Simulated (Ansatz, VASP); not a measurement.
# Cross-check of ZnS between VASP and Ansatz

One calculation is typed for both programs; each brings its own data sets. How far apart do they land? The cell is taken from a series of runs on this material, whose earlier steps may have relaxed, scaled, displaced or heated it; both programs get it as it stands.

Method: plane waves, with VASP 6.6.1 beside it; relaxation of cell and atoms at PBE and zone-centre phonons at PBE, in Ansatz 0.2.0.

### Step 1. The starting structure

It takes space group F-43m (No. 216, cubic). The conventional cell has a = 5.443 Å, b = 5.443 Å, c = 5.443 Å, α = 90.00°, β = 90.00°, γ = 90.00°. Nearest to S lie 4 Zn at 2.36 Å. Nearest to Zn lie 4 S at 2.36 Å. Farther neighbours and most contacts between anions are not listed.

As a file:

```xyz
2
Lattice="0.0000 2.7215 2.7215 2.7215 0.0000 2.7215 2.7215 2.7215 0.0000" Properties=species:S:1:pos:R:3 pbc="T T T"
S     0.0000    0.0000    0.0000
Zn    4.0822    4.0822    4.0822
```

### Step 2. VASP: relaxation of cell and atoms, PBE

The relaxed volume is the usual yardstick between codes: in a stiff, nearly cubic crystal its relative difference is about their pressure difference at one cell divided by the bulk modulus.

Lines of VASP's logs that name or quote its potential files are left out, and so is its time.

INCAR reads:

```
SYSTEM = ZnS
PREC = Accurate
ENCUT = 500
EDIFF = 1E-07
NELM = 120
ISMEAR = 0
SIGMA = 0.01
LREAL = .FALSE.
ALGO = Normal
GGA = PE
NBANDS = 15
LORBIT = 11
LWAVE = .FALSE.
LCHARG = .FALSE.
ISIF = 3
IBRION = 2
NSW = 80
EDIFFG = -0.005
LASPH = .TRUE.
GGA_COMPAT = .FALSE.
NELMIN = 4
EFERMI = MIDGAP
KPAR = 2
```

POSCAR reads:

```
ZnS
1.0
    0.0000000000      2.7214910000      2.7214910000
    2.7214910000      0.0000000000      2.7214910000
    2.7214910000      2.7214910000      0.0000000000
S Zn
1 1
Direct
    0.0000000000      0.0000000000      0.0000000000
    0.7500000000      0.7500000000      0.7500000000
```

KPOINTS reads:

```
Automatic mesh
0
Gamma
12 12 12
0 0 0
```

The projector-augmented-wave data sets are S and Zn (PBE family, release 64).

Run with:

```bash
$ mpirun -np 2 vasp_std
```

Numbers of over 12 decimals in the logs are rounded to 6 here.

Log:

```text
[banner, memory and clock lines left out]
running    2 mpi-ranks, on    1 nodes
 distrk:  each k-point on    1 cores,    2 groups
 distr:  one band on    1 cores,    1 groups

 POSCAR found type information on POSCAR S Zn
 POSCAR found :  2 types and       2 ions
 LDA part: xc-table for (Slater+PW92), standard interpolation
 POSCAR, INCAR and KPOINTS ok, starting setup
 FFT: planning ... GRIDC
 FFT: planning ... GRID_SOFT
 FFT: planning ... GRID
 WAVECAR not read
 entering main loop
       N       E                     dE             d eps       ncg     rms          rms(c)
DAV:   1     0.806782997869E+02    0.80678E+02   -0.84546E+03  2160   0.136E+03
DAV:   2    -0.192758692282E+01   -0.82606E+02   -0.77304E+02  2419   0.261E+02
DAV:   3    -0.722513187695E+01   -0.52975E+01   -0.52707E+01  2706   0.631E+01
DAV:   4    -0.727871274234E+01   -0.53581E-01   -0.53563E-01  2587   0.665E+00
DAV:   5    -0.727935114483E+01   -0.63840E-03   -0.63839E-03  2818   0.696E-01    0.660E+00
DAV:   6    -0.687127267955E+01    0.40808E+00   -0.78762E-01  3275   0.316E+01    0.516E+00
DAV:   7    -0.685256229198E+01    0.18710E-01   -0.25973E-01  2475   0.473E+00    0.266E+00
DAV:   8    -0.685192211232E+01    0.64018E-03   -0.51806E-03  2622   0.787E-01    0.713E-01
DAV:   9    -0.685220710876E+01   -0.28500E-03   -0.11976E-03  2573   0.289E-01    0.983E-02
DAV:  10    -0.685237572701E+01   -0.16862E-03   -0.19244E-04  2448   0.145E-01    0.498E-02
DAV:  11    -0.685237339061E+01    0.23364E-05   -0.33068E-05  2776   0.931E-02    0.606E-03
DAV:  12    -0.685237433228E+01   -0.94167E-06   -0.36898E-06  2804   0.227E-02    0.392E-03
DAV:  13    -0.685237435301E+01   -0.20728E-07   -0.69175E-07  2447   0.985E-03
   1 F= -.68523744E+01 E0= -.68523744E+01  d E =-.685237E+01
 curvature:   0.00 expect dE= 0.000E+00 dE for cont linesearch  0.000E+00
 trial: gam= 0.00000 g(F)=  0.924E-48 g(S)=  0.120E-03 ort = 0.000E+00 (trialstep = 0.100E+01)
 search vector abs. value=  0.120E-03
 bond charge predicted
       N       E                     dE             d eps       ncg     rms          rms(c)
DAV:   1    -0.685405827459E+01   -0.16839E-02   -0.18981E-02  2657   0.294E+00    0.294E-01
DAV:   2    -0.685263191741E+01    0.14264E-02   -0.43116E-03  2678   0.186E+00    0.112E-01
DAV:   3    -0.685246385074E+01    0.16807E-03   -0.17394E-04  2468   0.117E-01    0.506E-02
DAV:   4    -0.685242320546E+01    0.40645E-04   -0.18791E-05  2853   0.710E-02    0.266E-02
DAV:   5    -0.685241474815E+01    0.84573E-05   -0.63746E-06  3202   0.441E-02    0.488E-03
DAV:   6    -0.685241466116E+01    0.86987E-07   -0.17410E-06  2391   0.129E-02    0.266E-03
DAV:   7    -0.685241483358E+01   -0.17242E-06   -0.51836E-08  1220   0.457E-03    0.622E-04
DAV:   8    -0.685241482081E+01    0.12772E-07   -0.26891E-08  1143   0.253E-03
   2 F= -.68524148E+01 E0= -.68524148E+01  d E =-.404678E-04
 trial-energy change:   -0.000040  1 .order   -0.000045   -0.000120    0.000030
 step:   0.7687(harm=  0.8009)  dis= 0.00000  next Energy=    -6.852418 (dE=-0.440E-04)
 bond charge predicted
       N       E                     dE             d eps       ncg     rms          rms(c)
DAV:   1    -0.685250607260E+01   -0.91239E-04   -0.10145E-03  2664   0.677E-01    0.682E-02
DAV:   2    -0.685242908612E+01    0.76986E-04   -0.23357E-04  2671   0.441E-01    0.259E-02
DAV:   3    -0.685242069363E+01    0.83925E-05   -0.93038E-06  2531   0.284E-02    0.117E-02
DAV:   4    -0.685241904605E+01    0.16476E-05   -0.10722E-06  2839   0.171E-02    0.622E-03
DAV:   5    -0.685241900743E+01    0.38620E-07   -0.31802E-07  2417   0.101E-02
   3 F= -.68524190E+01 E0= -.68524190E+01  d E =-.446544E-04
 curvature:  -0.39 expect dE=-0.286E-06 dE for cont linesearch -0.286E-06
 trial: gam=-0.07210 g(F)=  0.206E-46 g(S)=  0.733E-06 ort = 0.937E-05 (trialstep = 0.954E+00)
 search vector abs. value=  0.458E-08
 reached required accuracy - stopping structural energy minimisation
```

Parts of OUTCAR (step 2):

```text
ion  position               nearest neighbor table
   1  0.000  0.000  0.000-   2 2.36   2 2.36   2 2.36   2 2.36
   2  0.750  0.750  0.750-   1 2.36   1 2.36   1 2.36   1 2.36

  LATTYP: Found a face centered cubic cell.
 ALAT       =     5.4429820000

 Subroutine GETGRP returns: Found 24 space group operations
 (whereof 24 operations were pure point group operations)

The static configuration has the point symmetry T_d .

 Found     72 irreducible k-points:

   k-points           NKPTS =     72   k-points in BZ     NKDIM =     72   number of bands    NBANDS=     15

   dimension x,y,z NGX =    28 NGY =   28 NGZ =   28
   dimension x,y,z NGXF=    56 NGYF=   56 NGZF=   56

   ENCUT  =  500.0 eV  36.75 Ry    6.06 a.u.   7.02  7.02  7.02*2*pi/ulx,y,z

   NELECT =      18.0000    total number of electrons

 k-points in reciprocal lattice and weights: Automatic mesh
   0.00000000  0.00000000  0.00000000       0.001
   0.08333333  0.00000000  0.00000000       0.005
   0.16666667  0.00000000  0.00000000       0.005
   0.25000000  0.00000000  0.00000000       0.005
   0.33333333  0.00000000  0.00000000       0.005
   0.41666667  0.00000000  0.00000000       0.005
   0.50000000  0.00000000  0.00000000       0.002
   0.08333333  0.08333333  0.00000000       0.003
   0.16666667  0.08333333  0.00000000       0.014
[...]
-0.33333333  0.50000000  0.16666667       0.007
  -0.25000000  0.50000000  0.25000000       0.003

 average (electrostatic) potential at core
       1 -88.7447       2 -36.4206

 E-fermi :   2.8929

 k-point     1 :       0.0000    0.0000    0.0000
  band No.  band energies     occupation
    ...
      5      -3.8889      2.00000
      6      -3.8889      2.00000
      7       1.8876      2.00000
      8       1.8876      2.00000
      9       1.8876      2.00000
     10       3.8982      0.00000
     11       8.2991      0.00000
     12       8.2991      0.00000
     13       8.2991      0.00000
     14      13.6222      0.00000
    ...

 k-point     2 :       0.0833    0.0000    0.0000
  band No.  band energies     occupation
    ...
      5      -3.8897      2.00000
      6      -3.8897      2.00000
      7       1.3045      2.00000
      8       1.8219      2.00000
      9       1.8219      2.00000
     10       4.3677      0.00000
     11       8.2188      0.00000
     12       8.4171      0.00000
     13       8.4171      0.00000
     14      13.2914      0.00000
    ...

 k-point     3 :       0.1667    0.0000    0.0000
  band No.  band energies     occupation
    ...
      5      -3.8906      2.00000
      6      -3.8906      2.00000
      7       0.2306      2.00000
      8       1.6519      2.00000
      9       1.6519      2.00000
     10       5.0170      0.00000
     11       8.2526      0.00000
     12       8.6891      0.00000
     13       8.6891      0.00000
     14      12.8495      0.00000
    ...

  Total        0.0031816      0.0031816      0.0031816     -0.0000000      0.0000000     -0.0000000
  in kB        0.1261619      0.1261619      0.1261619     -0.0000000      0.0000000     -0.0000000
  external PRESSURE =       0.1261619 kB  Pullay stress =       0.0000000 kB

  energy-cutoff  :      500.00
  volume of cell :       40.40
      direct lattice vectors                 reciprocal lattice vectors
    -0.000000000  2.723543549  2.723543549    -0.183584360  0.183584360  0.183584360
     2.723543549  0.000000000  2.723543549     0.183584360 -0.183584360  0.183584360
     2.723543549  2.723543549  0.000000000     0.183584360  0.183584360 -0.183584360

 POSITION                                       TOTAL-FORCE (eV/Angst)
 -----------------------------------------------------------------------------------
      0.00000      0.00000      0.00000        -0.000000     -0.000000     -0.000000
      4.08532      4.08532      4.08532         0.000000      0.000000      0.000000
 -----------------------------------------------------------------------------------
    total drift:                                0.000000      0.000000      0.000000

  FREE ENERGIE OF THE ION-ELECTRON SYSTEM (eV)
  ---------------------------------------------------
  free  energy   TOTEN  =        -6.8524190074 eV

  energy  without entropy=       -6.8524190074  energy(sigma->0) =       -6.85241901

 reached required accuracy - stopping structural energy minimisation

 total charge
# of ion       s       p       d       tot
------------------------------------------
    1        1.316   2.425   0.000   3.741
    2        0.513   0.456   9.797  10.767
--------------------------------------------------
tot          1.829   2.882   9.797  14.508

[... 3 further parts left out ...]
```

CONTCAR:

```
ZnS
   1.00000000000000
    -0.0000000000000000    2.7235435490736690    2.7235435490736690
     2.7235435490736690    0.0000000000000000    2.7235435490736690
     2.7235435490736690    2.7235435490736690    0.0000000000000000
  S               Zn
     1     1
Direct
     0.0000000000000000    0.0000000000000000    0.0000000000000000
     0.7500000000000000    0.7500000000000000    0.7500000000000000
```

The run keeps the 24 symmetry operations of its start, so it cannot find a distortion of lower symmetry.

### Step 3. Ansatz: relaxation of cell and atoms, PBE

Ansatz runs on its PAW soft_1 files.

The same cell, functional and mesh now go to Ansatz, which takes its cutoff from its data sets.

input.yaml reads:

```yaml
crystal:
  lattice:
    - [0.0, 2.7214907807, 2.7214907807]
    - [2.7214907807, 0.0, 2.7214907807]
    - [2.7214907807, 2.7214907807, 0.0]
  atoms:
    - { symbol: S, position: [0.0, 0.0, 0.0] }
    - { symbol: Zn, position: [0.75, 0.75, 0.75] }
kpoints:
  mp_grid: { grid: [12, 12, 12] }
hamiltonian:
  xc: pbe
  pseudopotentials: { kind: paw, azcp: { folder: soft_1 } }
scf:
  occupations: { method: fixed }
output:
  forces: true
  stress: true
  eigenvalues: true
  write_density: true
  write_potential: true
  elf: true
  volumetric_format: npy
relax:
  adjacent_minimum: "off"
  f_tol: 0.001
  max_steps: 60
  cell: { stress_tol: 0.01 }
```

Run with:

```bash
$ ansatz run input.yaml --threads 4 --pin off --max-ram 10240MiB --backend cpu --events-out ev --progress --plain --runs-dir out
```

Log:

```text
Engine: ansatz 0.2.0, aarch64-unknown-linux-gnu
Pseudopotentials: kind: paw
Pseudopotential: S, paw, valence charge 6, recommended cutoff 420 eV (normal), soft_1/S.paw.azcp
Pseudopotential: Zn, paw, valence charge 12, recommended cutoff 420 eV (normal), soft_1/Zn.paw.azcp
Functional definition: PBE
  parameter kappa = 0.804
  parameter beta = 0.066725
  exchange = pbe_x(kappa = kappa, mu = beta*pi^2/3)
  correlation = pbe_c(beta = beta)
Crystal: 2 atoms, lattice volume = 40.314 Å³
Basis set: ecut = 420 eV, 749 PW (Γ), exchange–correlation on 54×54×54 points (8 copies of the dense FFT grid, shifted against one another)
Bands: 13, of which v1, the nominal top of the filled ones, is band 9 counted from 1 (8 counted from 0)
Symmetry: 24 space group operations
Space group: F-43m (ITA 216), of the structure as read, at distance tolerance 3.4e-5 Å
k-points: 72 of 1728 (time reversal used)
Non-local potential: S, projectors of the file, l = 0: 2, l = 1: 2, l = 2: 1
Non-local potential: Zn, projectors of the file, l = 0: 2, l = 1: 2, l = 2: 3, l = 3: 1
PAW form: soft (Blöchl's): semilocal exchange-correlation on the pseudo side does not see the compensation charge
PAW one-centre angular grid: S, 110 points (default); XC on 64 Gauss nodes
PAW one-centre angular grid: Zn, 590 points (default); XC on 64 Gauss nodes
Initial density: superposition of atomic densities (chi_scale 0.1, normalization cell, long waves kept (reshape's long-wave potential 0.00 eV rms))
Initial wavefunctions: pseudopotential atomic-orbital guess
Functional: x = pbe(κ = 0.804, μ = 0.219515), c = pbe(β = 0.066725)
SCF iter   1: F=—  HF=-4222.829603 eV  |F-HF|=—  |Δ(HF+E_count)|=         —  Δρ=4.12e-2  dr2=4.13e-1  ethr=3.10e-3  ⟨swp⟩=5.2  Hψ=5596  notcnv=0  defer=132
preconditioner: auto → none  [insulator: Δε(μ)=2.211 eV  Ē_g=12.457 eV  n_scr=14 (ndim 8)  ℏωp=24.8 eV  f_vac=0.000  ε∞_Penn≈5.0]
SCF iter   2: F=—  HF=-4222.747667 eV  |F-HF|=—  |Δ(HF+E_count)|=   8.19e-2  Δρ=1.43e-2  dr2=4.59e-2  ethr=2.29e-3  ⟨swp⟩=2.0  Hψ=2242  notcnv=0  defer=134
SCF iter   3: F=—  HF=-4222.739472 eV  |F-HF|=—  |Δ(HF+E_count)|=   8.19e-3  Δρ=1.04e-2  dr2=2.11e-2  ethr=2.55e-4  ⟨swp⟩=2.0  Hψ=1669  notcnv=0  defer=139
SCF iter   4: F=—  HF=-4222.736179 eV  |F-HF|=—  |Δ(HF+E_count)|=   3.29e-3  Δρ=2.40e-3  dr2=1.71e-3  ethr=1.17e-4  ⟨swp⟩=2.0  Hψ=2229  notcnv=0  defer=139
SCF iter   5: F=—  HF=-4222.736110 eV  |F-HF|=—  |Δ(HF+E_count)|=   6.89e-5  Δρ=6.23e-4  dr2=8.85e-5  ethr=9.50e-6  ⟨swp⟩=2.3  Hψ=1593  notcnv=0  defer=139
SCF iter   6: F=—  HF=-4222.736149 eV  |F-HF|=—  |Δ(HF+E_count)|=   3.82e-5  Δρ=9.06e-5  dr2=1.54e-6  ethr=4.92e-7  ⟨swp⟩=2.7  Hψ=1631  notcnv=0  defer=74
SCF iter   7: F=-4222.736149 eV  HF=-4222.736149 eV  |F-HF|=2.44e-8  |Δ(HF+E_count)|=   3.45e-7  Δρ=1.03e-5  dr2=3.14e-8  ethr=5.56e-10  ⟨swp⟩=11.1  Hψ=9359  notcnv=0
SCF 1 converged in 7 iterations: F = -4222.736149 eV  dr2 = 3.14e-8
  greatest PAW one-centre occupation: 0.984 electrons in one spin orbital (limit 2), on the Zn atom at site 1 (counted from 0), in its partial waves of l = 2
relax step   1: F+E_penalty+E_count = -4222.73614885 eV  Δ(F+E_penalty+E_count) = +0.000e0 eV  max|allowed force component| = 1.850e-16 eV/Å  Δτ_max = 0.0000 Å  P = +0.026 GPa  Ω = 40.314 Å³  (7 SCF iters, dr2 threshold 1.00e-7 eV, accepted)
[...]
relax step   2: F+E_penalty+E_count = -4222.73614571 eV  Δ(F+E_penalty+E_count) = +3.141e-6 eV  max|allowed force component| = 3.238e-17 eV/Å  Δτ_max = 0.0000 Å  P = +0.011 GPa  Ω = 40.322 Å³  energy of the carried Pulay correction = -4.175e-6 eV  (4 SCF iters, dr2 threshold 1.74e-9 eV, accepted)
[...]
relax step   3: F+E_penalty+E_count = -4222.73614290 eV  Δ(F+E_penalty+E_count) = +2.803e-6 eV  max|allowed force component| = 9.021e-17 eV/Å  Δτ_max = 0.0000 Å  P = +0.000 GPa  Ω = 40.329 Å³  energy of the carried Pulay correction = -7.199e-6 eV  (4 SCF iters, dr2 threshold 3.07e-10 eV, accepted)
[...]
relax step   4: F+E_penalty+E_count = -4222.73615559 eV  Δ(F+E_penalty+E_count) = -1.269e-5 eV  max|allowed force component| = 9.714e-17 eV/Å  Δτ_max = 0.0000 Å  P = +0.000 GPa  Ω = 40.329 Å³  stress off target by 6.42e-5 GPa  SCF on the basis re-selected at this cell (its energy is not comparable with the rows above)  (6 SCF iters)
basis re-selected at this cell: Δ(F+E_penalty+E_count) = -1.269e-5 eV, ΔP = -0.000 GPa vs the last step (what re-selecting the basis moved, of the pressure what is left beyond the Pulay correction that the steps carried, after the strain that the cell walked since its last selection, with what the two solves' SCF thresholds leave and, on support functions, any second-order correction that the steps lacked; it is no m [...]
SCF converged after 6 iterations
Free energy (F): -4222.736156 eV
Harris-Foulkes:  -4222.736156 eV  (|F-HF|=1.82e-12)
Internal energy: -4222.736156 eV  (E = F + TS)
E sigma→0 (E₀):  -4222.736156 eV
Fermi energy:    5.489459 eV
--- Per-component energies (eV) ---
  E_band       = 1.018051
  E_kinetic    = 252.595815
  E_local      = -2281.655109  (includes V_loc(G=0)·N_el)
  E_nonlocal   = 854.874596
  E_hartree    = 869.338243
  E_xc         = -167.099012
  E_vxc        = -133.387390  (∫ρ·V_xc dr)
  E_paw        = -2506.543056  (= ΣΔE_a)
  E_vpaw       = -430.086072  (= ΣTr[D̂ρ^β])
  E_aug_tail   = -0.000270  (compensation charges beyond the density's cutoff)
  E_ewald      = -1244.247363
  E_smearing   = -0.000000  (= −TS)
  E_closure    = -0.000000  (closes the sum)
  Σ components = -4222.736156   (vs F -4222.736156, Δ=0.00e0)
--- Forces (eV/Å), atoms counted from 1 ---
  atom   1  S     -0.00000000     0.00000000     0.00000000
  atom   2  Zn     0.00000000    -0.00000000    -0.00000000
  max |Σ_I F_I| component: 3.70e-17 eV/Å
--- Stress (GPa, compression-positive) ---
        0.000064      -0.000000      -0.000000
       -0.000000       0.000064       0.000000
       -0.000000       0.000000       0.000064
  P = ⅓ Tr σ = 0.0001 GPa (0.001 kbar)
--- Band table (eV; the first three rows and the last of 72) ---
  k-point 0: bands = [... 5 lower, -0.2908, 5.4895, 5.4895, 5.4895, 7.5005, 11.8735, 11.8735, 11.8735]
  k-point 1: bands = [... 5 lower, -0.2918, 4.9065, 5.4234, 5.4234, 7.9693, 11.7937, 11.9908, 11.9908]
  k-point 2: bands = [... 5 lower, -0.2926, 3.8315, 5.2528, 5.2528, 8.6176, 11.8292, 12.2621, 12.2621]
  k-point 71: bands = [... 5 lower, 0.0878, 1.0030, 2.8453, 2.8605, 11.1864, 11.4080, 13.2933, 13.6945]
--- Relaxed structure (3 steps of the walk, 3 accepted, 1 SCFs on fresh bases) ---
  F+E_penalty+E_count = -4222.73615559 eV   max|allowed force component| = 9.714e-17 eV/Å   (the final SCF, on the basis selected at the relaxed cell)
  cell:  # Å, volume = 40.3286 Å³
    - [0, 2.721831, 2.721831]
    - [2.721831, 0, 2.721831]
    - [2.721831, 2.721831, 0]
  atoms:
    - { symbol: S, position: [0, 0, 0] }
    - { symbol: Zn, position: [0.750000, 0.750000, 0.750000] }
```

### Step 4. Differences

Known differences besides the potentials themselves: fixed occupations in Ansatz, narrow Gaussian smearing in VASP; the cutoff is 420 eV in Ansatz and 500 eV in VASP; Ansatz adds a Pulay correction to the stress that steers its cell, VASP none. Total energies have different zeros and are not compared.

Compared:

```tsv
quantity	Ansatz	VASP	difference
volume (Å³)	40.33	40.40	-0.19 %
edge a after relaxation, in the typed setting (Å)	3.849	3.852	-0.06 %
```

(Part 1 of 2 ends here.)

[Lines on the potential files, build, host, timing and source positions are cut from VASP's logs without a mark.]

[Logs are printed without paths, hosts, clocks, repeated set-up lines and the standing remarks that a program may print on its own settings, such as how far it seeks lower states.]

[Hosts, paths, dates, database ids (printed as entryN), source tags and the programs' standing remarks are cut or masked in the printed files.]
